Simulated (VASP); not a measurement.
The system is Si2B3.

```
Si B
1.0
    -2.17278    2.17278    2.95512
     2.17278   -2.17278    2.95512
     2.17278    2.17278   -2.95512
Si B
2 3
Direct
  0.75000 0.25000 0.50000
  0.25000 0.75000 0.50000
  0.50000 0.00000 0.50000
  0.00000 0.50000 0.50000
  0.00000 0.00000 0.00000
```

The cell was built by a generator and needn't be a form met in nature.

```yaml
Program: VASP 6.6.1
Task: relaxation of cell and atoms
Functional: PBE
Potentials_or_basis: VASP PAW PBE potentials, release 64 (Si, B)
Cutoff: 520 eV
k_mesh: 6 × 6 × 6
Occupations: gaussian, width 0.15 eV
Spin: no spin polarisation
```

At the start: pressure 98.2 GPa; volume 11.16 Å³/atom.

**Question.** Where does the relaxation end?

**Answer.** Over 17 steps the energy falls by 2818.0 meV/atom and the volume is 10.92 Å³/atom (-2.2 %); space group I4/mmm (No. 139, to 0.05 Å).

The path:
```
step  energy change (eV)  largest force (eV/Å)  pressure (GPa)  volume (Å³)
   1              0.0000                0.0000           98.23        55.80
   2             -6.3531                0.0000          -22.32       108.16
   3             -7.5537                0.0000          -24.14       103.53
   4             -8.1661                0.0000          -24.85        98.80
   5            -10.9209                0.0000          -20.09        77.78
   6            -10.3537                0.0000            4.55        66.91
   7            -11.0779                0.0000          -16.50        74.88
   8            -11.1221                0.0000          -14.31        73.55
   9            -12.6232                0.0000          -10.19        62.87
  10             -7.4517                0.0000          145.38        35.32
  11            -13.1870                0.0000           -4.38        57.80
  12            -13.4967                0.0000           15.99        49.78
  13            -13.5205                0.0000           10.25        51.49
  14            -13.9903                0.0000           10.16        51.29
  15            -13.9906                0.0000           10.11        51.29
  16            -14.0593                0.0000           -4.76        56.57
  17            -14.0898                0.0000           -0.01        54.60
```

Final structure:
```cif
data_structure
_symmetry_space_group_name_H-M 'P 1'
_symmetry_Int_Tables_number 1
_cell_length_a 5.1662
_cell_length_b 5.1662
_cell_length_c 5.1662
_cell_angle_alpha 140.817
_cell_angle_beta 140.817
_cell_angle_gamma 56.615
_cell_volume 54.60
loop_
_atom_site_label
_atom_site_type_symbol
_atom_site_fract_x
_atom_site_fract_y
_atom_site_fract_z
_atom_site_occupancy
Si1 Si 0.75000 0.25000 0.50000 1
Si2 Si 0.25000 0.75000 0.50000 1
B1 B 0.50000 0.00000 0.50000 1
B2 B 0.00000 0.50000 0.50000 1
B3 B 0.00000 0.00000 0.00000 1
```
